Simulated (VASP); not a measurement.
Al2SiF2:

```
Al Si F
1.0
     4.70519    0.08202   -0.04001
     0.23064    4.94098    0.01251
     2.29098    0.04930    7.04910
Al Si F
4 2 4
Direct
  0.80269 0.23549 0.84089
  0.43385 0.76602 0.66117
  0.16299 0.25006 0.19677
  0.59291 0.74046 0.31306
  0.01959 0.88768 0.99707
  0.48931 0.61273 0.99883
  0.67321 0.09331 0.67864
  0.15426 0.39576 0.68676
  0.30687 0.07993 0.33147
  0.83702 0.44735 0.35246
```

The cell was built by a generator and needn't be a form met in nature.

```yaml
Program: VASP 6.6.1
Task: relaxation of cell and atoms
Functional: PBE
Potentials_or_basis: VASP PAW PBE potentials, release 64 (Al, Si, F)
Cutoff: 520 eV
k_mesh: 5 × 5 × 4
Occupations: gaussian, width 0.15 eV
Spin: no spin polarisation
```

At the start: pressure 2.7 GPa; volume 16.42 Å³/atom.

Question: How do energy, volume and symmetry change on relaxing?

Answer: Over 68 steps the energy falls by 151.5 meV/atom and the volume is 16.98 Å³/atom (+3.4 %); space group P1 (No. 1, to 0.05 Å).

The path:
| step | energy change (eV) | largest force (eV/Å) | pressure (GPa) | volume (Å³) |
| --- | --- | --- | --- | --- |
| 1 | 0.0000 | 5.9398 | 2.74 | 164.20 |
| 3 | -0.8756 | 1.1937 | -2.21 | 167.37 |
| 5 | -1.0792 | 0.8340 | 0.34 | 162.68 |
| 7 | -1.1567 | 0.4669 | 0.72 | 162.26 |
| 9 | -1.2087 | 0.2945 | -0.75 | 165.86 |
| 11 | -1.2306 | 0.3401 | 0.17 | 164.44 |
| 13 | -1.2414 | 0.1860 | 0.28 | 164.09 |
| 15 | -1.2465 | 0.1121 | -0.18 | 164.92 |
| 17 | -1.2497 | 0.1124 | -0.05 | 164.73 |
| 19 | -1.2515 | 0.0768 | -0.01 | 164.47 |
| 21 | -1.2526 | 0.0611 | 0.05 | 164.30 |
| 23 | -1.2543 | 0.1121 | 0.15 | 164.51 |
| 25 | -1.2560 | 0.1055 | -0.09 | 165.02 |
| 27 | -1.2573 | 0.1285 | -0.25 | 165.88 |
| 29 | -1.2631 | 0.1771 | -0.29 | 166.61 |
| 31 | -1.2677 | 0.2465 | -0.22 | 167.66 |
| 33 | -1.2766 | 0.2965 | -0.08 | 168.43 |
| 35 | -1.2778 | 0.3844 | -0.01 | 168.65 |
| 37 | -1.3048 | 0.4258 | -0.03 | 169.37 |
| 39 | -1.3254 | 0.7821 | 0.04 | 170.57 |
| 41 | -1.3507 | 0.6705 | -0.11 | 171.16 |
| 43 | -1.3988 | 0.5985 | -0.21 | 170.90 |
| 45 | -1.4127 | 0.3719 | -0.26 | 170.75 |
| 47 | -1.4339 | 0.4479 | -0.30 | 170.06 |
| 49 | -1.4553 | 0.2360 | 0.59 | 168.71 |
| 51 | -1.4808 | 0.1981 | -0.27 | 170.39 |
| 53 | -1.4965 | 0.1981 | -0.03 | 170.17 |
| 55 | -1.5028 | 0.2052 | -0.17 | 170.00 |
| 57 | -1.5062 | 0.1241 | 0.11 | 169.46 |
| 59 | -1.5094 | 0.1467 | -0.05 | 169.69 |
| 61 | -1.5110 | 0.1023 | -0.10 | 169.66 |
| 63 | -1.5124 | 0.0947 | 0.13 | 169.32 |
| 65 | -1.5137 | 0.0517 | 0.06 | 169.41 |
| 67 | -1.5143 | 0.0601 | -0.01 | 169.73 |
| 68 | -1.5146 | 0.0296 | -0.06 | 169.82 |

Final structure:
```xyz
10
Lattice="5.0105 0.4536 0.1289 0.6278 5.1745 0.1722 2.6866 0.4388 6.6979" Properties=species:S:1:pos:R:3 pbc="T T T"
Al    6.6009    2.1014    5.5602
Al    4.8456    4.7740    4.8530
Al    1.3793    1.3893    1.2157
Al    4.2835    4.2339    2.2973
Si    0.7823    4.7499    0.3327
Si    2.7621    3.2603    0.4548
F     5.3803    1.0509    4.7205
F     2.4940    2.4971    4.2602
F     2.4265    0.5196    2.3746
F     5.1863    2.5634    2.4580
```
